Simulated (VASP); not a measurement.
An input for Quantum ESPRESSO's pw.x (written as the equivalent of a VASP run, and not itself run):

```
&CONTROL
  calculation = 'vc-relax'
  pseudo_dir = './pseudo'
  outdir = './out'
  tprnfor = .true.
  tstress = .true.
  nstep = 30
  forc_conv_thr = 0.00039
/
&SYSTEM
  ibrav = 0
  nat = 6
  ntyp = 2
  ecutwfc = 86
  occupations = 'smearing'
  smearing = 'gaussian'
  degauss = 0.003675
  input_dft = 'pz'
/
&ELECTRONS
  conv_thr = 7.3e-09
  electron_maxstep = 100
/
&IONS
/
&CELL
  cell_dofree = 'shape'
/
ATOMIC_SPECIES
  W 183.840 W.upf
  Se 78.971 Se.upf
CELL_PARAMETERS angstrom
     1.5945738   -2.7618825    0.0000000
     1.5945738    2.7618825    0.0000000
     0.0000000    0.0000000   12.5816411
ATOMIC_POSITIONS crystal
  W    0.3333330  0.6666670  0.2500000
  W    0.6666670  0.3333330  0.7500000
  Se   0.3333330  0.6666670  0.8800284
  Se   0.6666670  0.3333330  0.3800284
  Se   0.6666670  0.3333330  0.1199716
  Se   0.3333330  0.6666670  0.6199716
K_POINTS automatic
  8 8 2 0 0 0
```

Task: Write the VASP files for the same calculation (LDA).

Result: Several could match; the one computed here: 
KPOINTS:
```
Automatic
0
Gamma
8 8 2
0 0 0
```

### POSCAR
```
WSe2
1
    1.5945738126    -2.7618825489     0.0000000000
    1.5945738126     2.7618825489     0.0000000000
    0.0000000000     0.0000000000    12.5816411147
W Se
2 4
Direct
  0.3333330000   0.6666670000   0.2500000000
  0.6666670000   0.3333330000   0.7500000000
  0.3333330000   0.6666670000   0.8800284277
  0.6666670000   0.3333330000   0.3800284277
  0.6666670000   0.3333330000   0.1199715723
  0.3333330000   0.6666670000   0.6199715723
```

### INCAR
```
LASPH = .True.   ! aspherical one-centre terms
SYSTEM = WSe2
NELM = 100   ! most electronic steps
LCHARG = .False.
NSW = 30   ! most ionic steps
EDIFFG = -0.01   ! ionic stop
ENCUT = 520   ! plane-wave cut-off (eV)
ISIF = 4   ! ions and shape, fixed volume
EDIFF = 1E-7   ! SCF stop (eV)
PREC = Accurate
ISMEAR = 0
LMAXMIX = 6
ALGO = Normal   ! blocked Davidson
IBRION = 2
LREAL = .False.
SIGMA = 0.05   ! width (eV)
LWAVE = .False.
```

POTCAR, in this order: W_sv Se (LDA.64 set). Program: vasp_std.

Limits of the translation: the potentials are each code's own (VASP's PAW set, PseudoDojo norm-conserving files in pw.x), so ENCUT and ecutwfc are chosen apart and not converted; conv_thr bounds pw.x's estimated SCF error, while EDIFF bounds the energy change between steps; forc_conv_thr acts on force components and is met together with etot_conv_thr.

The compound is WSe2 in the 2H layered structure. This cell is one point of a volume scan, at 0.94 of the reference volume. Symmetry was kept, so distortions that lower it aren't found.
